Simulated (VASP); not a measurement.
VASP input:

### POSCAR
```
PbS
1
    0.0000000000     3.0286629716     3.0286629716
    3.0286629716     0.0000000000     3.0286629716
    3.0286629716     3.0286629716     0.0000000000
Pb S
1 1
Direct
  0.0000000000   0.0000000000   0.0000000000
  0.5000000000   0.5000000000   0.5000000000
```

INCAR:
```
SYSTEM = PbS
PREC = Accurate
ENCUT = 520
EDIFF = 1E-7
NELM = 100
ALGO = Normal
LREAL = .FALSE.
LASPH = .TRUE.
ISMEAR = 0
SIGMA = 0.05
GGA = RE
LMAXMIX = 4
LWAVE = .FALSE.
LCHARG = .FALSE.
ISIF = 2
```

File KPOINTS:
```
kpoints
0
gamma
 8 8 8
```

POTCAR, in this order: Pb_d S (PBE.64 set). Program: vasp_std.

### Question
Write an equivalent input for Quantum ESPRESSO's pw.x.

### Answer
One equivalent input (not run):
```
&CONTROL
  calculation = 'scf'
  pseudo_dir = './pseudo'
  outdir = './out'
  tprnfor = .true.
  tstress = .true.
/
&SYSTEM
  ibrav = 0
  nat = 2
  ntyp = 2
  ecutwfc = 62.5
  occupations = 'smearing'
  smearing = 'gaussian'
  degauss = 0.003675
  input_dft = 'revpbe'
/
&ELECTRONS
  conv_thr = 7.3e-09
  electron_maxstep = 100
/
ATOMIC_SPECIES
  Pb 207.200 Pb.upf
  S 32.060 S.upf
CELL_PARAMETERS angstrom
     0.0000000    3.0286630    3.0286630
     3.0286630    0.0000000    3.0286630
     3.0286630    3.0286630    0.0000000
ATOMIC_POSITIONS crystal
  Pb   0.0000000  0.0000000  0.0000000
  S    0.5000000  0.5000000  0.5000000
K_POINTS automatic
  8 8 8 0 0 0
```
What does not carry over: the potentials are each code's own (VASP's PAW set, PseudoDojo norm-conserving files in pw.x), so ENCUT and ecutwfc are chosen apart and not converted; conv_thr bounds pw.x's estimated SCF error, while EDIFF bounds the energy change between steps.

The compound is PbS in the rock salt structure. It was relaxed first, which changed the volume by +6 %.
